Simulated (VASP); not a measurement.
An input for Quantum ESPRESSO's pw.x (written as the equivalent of a VASP run, and not itself run):

```
&CONTROL
  calculation = 'vc-relax'
  pseudo_dir = './pseudo'
  outdir = './out'
  tprnfor = .true.
  tstress = .true.
  nstep = 60
  forc_conv_thr = 0.00078
/
&SYSTEM
  ibrav = 0
  nat = 4
  ntyp = 2
  ecutwfc = 78
  occupations = 'smearing'
  smearing = 'gaussian'
  degauss = 0.003675
  input_dft = 'pbe'
/
&ELECTRONS
  conv_thr = 7.3e-08
  electron_maxstep = 100
/
&IONS
/
&CELL
/
ATOMIC_SPECIES
  Ge 72.630 Ge.upf
  S 32.060 S.upf
CELL_PARAMETERS angstrom
     4.6088218   -0.0000000   -0.0000000
    -2.3044109    3.9913570    0.0000000
     0.0000000    0.0000000    5.5864420
ATOMIC_POSITIONS crystal
  Ge   0.3333330  0.6666670  0.9662374
  Ge   0.6666670  0.3333330  0.4662374
  S    0.3333330  0.6666670  0.4087626
  S    0.6666670  0.3333330  0.9087626
K_POINTS automatic
  5 5 4 0 0 0
```

**Question.** Translate this input to VASP (INCAR, KPOINTS, POSCAR, choice of POTCAR).

**Answer.** Several could match; the one computed here: 
### POSCAR
```
GeS
1
    4.6088217531    -0.0000000000    -0.0000000000
   -2.3044108765     3.9913570020     0.0000000000
    0.0000000000     0.0000000000     5.5864420136
Ge S
2 2
Direct
  0.3333330000   0.6666670000   0.9662374202
  0.6666670000   0.3333330000   0.4662374202
  0.3333330000   0.6666670000   0.4087625798
  0.6666670000   0.3333330000   0.9087625798
```

**INCAR**
```
SYSTEM = GeS
PREC = Accurate
ENCUT = 400
EDIFF = 1E-6
NELM = 100
ALGO = Normal
LREAL = .FALSE.
LASPH = .TRUE.
ISMEAR = 0
SIGMA = 0.05
GGA = PE
LMAXMIX = 4
LWAVE = .FALSE.
LCHARG = .FALSE.
IBRION = 2
ISIF = 3
NSW = 60
EDIFFG = -0.02
```

### KPOINTS
```
Automatic mesh
0
Gamma
5 5 4
0 0 0
```

POTCAR, in this order: Ge_d S (PBE.64 set). Program: vasp_std.

What does not carry over: the potentials are each code's own (VASP's PAW set, PseudoDojo norm-conserving files in pw.x), so ENCUT and ecutwfc are chosen apart and not converted; conv_thr bounds pw.x's estimated SCF error, while EDIFF bounds the energy change between steps; forc_conv_thr acts on force components and is met together with etot_conv_thr.

The structure was generated: GeS was put into the wurtzite type (P6_3mc), which need not be its known phase. It was relaxed first, which changed the volume by +46 %. The start is the result of an earlier pass.
